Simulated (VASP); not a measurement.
An input for Ansatz (written as the equivalent of a VASP run, and not itself run):

Ansatz 0.2 input:
```yaml
crystal:
  lattice:
    - [1.7516811, -3.0340002, 0.0000000]
    - [1.7516811, 3.0340002, 0.0000000]
    - [0.0000000, 0.0000000, 13.7609341]
  atoms:
    - { symbol: Te, position: [0.3333330, 0.6666670, 0.8818132] }
    - { symbol: Te, position: [0.6666670, 0.3333330, 0.3818132] }
    - { symbol: Te, position: [0.6666670, 0.3333330, 0.1181868] }
    - { symbol: Te, position: [0.3333330, 0.6666670, 0.6181868] }
    - { symbol: Mo, position: [0.3333330, 0.6666670, 0.2500000] }
    - { symbol: Mo, position: [0.6666670, 0.3333330, 0.7500000] }
kpoints:
  mp_grid: { grid: [7, 7, 2] }
hamiltonian:
  xc: pbe
  dispersion: d4
  pseudopotentials: { kind: paw }
scf:
  occupations: { method: gaussian, width: 0.05 }
  max_iter: 100
relax:
  max_steps: 60
  f_tol: 0.02
  cell: {}
output: { forces: true, stress: true, eigenvalues: true }
```

Q: Translate this input to VASP (INCAR, KPOINTS, POSCAR, choice of POTCAR).

A: One answer among several that fit: 
### POSCAR
```
MoTe2
1
    1.7516810832    -3.0340002195     0.0000000000
    1.7516810832     3.0340002195    -0.0000000000
    0.0000000000    -0.0000000000    13.7609340552
Te Mo
4 2
Direct
  0.3333330000   0.6666670000   0.8818132423
  0.6666670000   0.3333330000   0.3818132423
  0.6666670000   0.3333330000   0.1181867577
  0.3333330000   0.6666670000   0.6181867577
  0.3333330000   0.6666670000   0.2500000000
  0.6666670000   0.3333330000   0.7500000000
```

KPOINTS:
```
Automatic mesh
0
Gamma
7 7 2
0 0 0
```

INCAR:
```
SYSTEM = MoTe2
PREC = Accurate; ENCUT = 520; LREAL = F
LASPH = T
EDIFF = 1E-6; NELM = 100; ALGO = Normal
LMAXMIX = 4
ISMEAR = 0; SIGMA = 0.05
GGA = PE; IVDW = 13
IBRION = 2; NSW = 60; ISIF = 3
EDIFFG = -0.02
LWAVE = F; LCHARG = F
```

POTCAR, in this order: Te Mo_sv (PBE.64 set). Program: vasp_std.

What does not carry over: each code has its own PAW files, so the cut-off isn't converted (ENCUT is set for VASP's; basis.ecutwfc is left out, and Ansatz then takes the one that its files recommend); Ansatz stops its SCF on the density residual and VASP on the energy change (EDIFF).

The compound is MoTe2 in the 2H layered structure. This run relaxes it. Symmetry was kept, so distortions that lower it aren't found. The start is the result of an earlier pass.
